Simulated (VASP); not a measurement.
```yaml
crystal:
  lattice:
    - [0.00000, 2.18561, 2.18561]
    - [2.18561, 0.00000, 2.18561]
    - [2.18561, 2.18561, 0.00000]
  atoms:
    - { symbol: W, position: [0.00000, 0.00000, 0.00000] }
    - { symbol: C, position: [0.50000, 0.50000, 0.50000] }
```

All values below come from r2SCAN meta-GGA, VASP's PBE PAW potentials (set 64) (plane waves; VASP). Numerical set-up: 520 eV cut-off, 16×16×16 Γ-centred mesh, tetrahedra with Blöchl corrections, potentials W_sv C.

Unless said otherwise, spin-orbit coupling is left out, though it shifts the bands of the heavy elements here.

What does the run give for the energy per atom (σ→0), band gap (over mesh and band path) with the smallest direct gap where there is one?

```
Property                                                               Value
----------------------------------  ----------------------------------------
band gap (over mesh and band path)  none (metal, semimetal or under 0.01 eV)
energy per atom (σ→0)                                        -30.313 eV/atom
```

The structure was generated: WC was put into the rock salt type (Fm-3m), which need not be its known phase. It was relaxed first, which changed the volume by -39 %. VASP warned that the highest band is occupied, so more bands are needed.
